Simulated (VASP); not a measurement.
Data:

```
CuCl
1.0
    0.00000     2.66954     2.66954
    2.66954     0.00000     2.66954
    2.66954     2.66954     0.00000
Cu Cl
1 1
Cartesian
  0.00000   0.00000   0.00000
  1.33477   1.33477   1.33477
```

These are PBE GGA with D3 dispersion (Becke-Johnson damping), VASP's PBE PAW potentials (set 64) (plane waves; VASP) values and carry that method's errors. Settings: 520 eV cut-off, Gaussian smearing of 0.050 eV, potentials Cu Cl.

Task: Predict the band gap (along the path) with the smallest direct gap where there is one.

Result: 
| Item | Value |
|---|---|
| band gap (along the path) | 0.62 eV |
| smallest direct gap (along the path) | 0.62 eV |

The compound is CuCl in the zinc blende structure. It was relaxed first.
